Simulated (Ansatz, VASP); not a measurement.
**Two plane-wave programs on Si3Ge2Pt**

File INCAR:

```
PREC = Accurate
ENCUT = 520
EDIFF = 1E-7
ISMEAR = 0
SIGMA = 0.1
LREAL = F
LASPH = T
NELM = 60
ALGO = Normal
ISIF = 2
LWAVE = F
LCHARG = F
GGA = PE
NBANDS = 34
```

KPOINTS

```
regular mesh
0
Gamma
  4 4 4
```

File POSCAR:

```
Si3Ge2Pt
1.0
    2.3257592500     -3.5028496700      0.0000000000
    2.3257592500      3.5028496700      0.0000000000
    0.0000000000      0.0000000000      6.8225943500
Si Ge Pt
3 2 1
Direct
    0.8062496400      0.1937503600      0.0000000000
    0.1937503600      0.8062496400      0.0000000000
    0.0000000000      0.0000000000      0.0000000000
    0.8341150800      0.8341150800      0.5000000000
    0.1658849200      0.1658849200      0.5000000000
    0.5000000000      0.5000000000      0.0000000000
```

Input for Ansatz:

```yaml
crystal:
  lattice:
    - [2.32575925, -3.50284967, 0.0]
    - [2.32575925, 3.50284967, 0.0]
    - [0.0, 0.0, 6.82259435]
  atoms:
    - { symbol: Si, position: [0.80624964, 0.19375036, 0.0] }
    - { symbol: Si, position: [0.19375036, 0.80624964, 0.0] }
    - { symbol: Si, position: [0.0, 0.0, 0.0] }
    - { symbol: Ge, position: [0.83411508, 0.83411508, 0.5] }
    - { symbol: Ge, position: [0.16588492, 0.16588492, 0.5] }
    - { symbol: Pt, position: [0.5, 0.5, 0.0] }
basis:
  ecutwfc: 420
kpoints:
  mp_grid: { grid: [4, 4, 4] }
hamiltonian:
  xc: pbe
scf:
  occupations: { method: gaussian, width: 0.1 }
  lower_state_search: "off"
output:
  forces: true
  stress: true
  eigenvalues: true
```

Alike in both runs: task single point; functional PBE; k mesh 4 × 4 × 4; occupations gaussian, width 0.1 eV; no spin polarisation.

```csv
,VASP,Ansatz
version,VASP 6.6.1,Ansatz 0.2.0
potentials or method,"VASP PAW PBE potentials, release 64 (Si, Ge_d, Pt)","scalar-relativistic, plane waves, PAW"
plane-wave cutoff (eV),520,420
valence electrons in the cell,50,58
```

Ansatz gave:

| Quantity | Value |
| --- | --- |
| gap on the k mesh at the Fermi level (eV) | none |
| rms of the force components (eV/Å) | 26.673 |

Problem. Estimate VASP's values.

Solution. gap on the k mesh at the Fermi level (eV): none; rms of the force components (eV/Å): 27.016.

Atom by atom the forces differ by 0.927 eV/Å (rms over components). A gap of «none» marks a metal or a gap that the smearing closes. The two sets of potentials don't hold the same shells in valence.

Caveats: the k mesh is coarse (spacing up to 0.41 Å⁻¹), so the values aren't converged; forces of over 1 eV/Å show positions far from the minimum, so gaps and moduli don't describe the material at rest. The runs have no spin-orbit coupling, so splittings on Pt are missing.
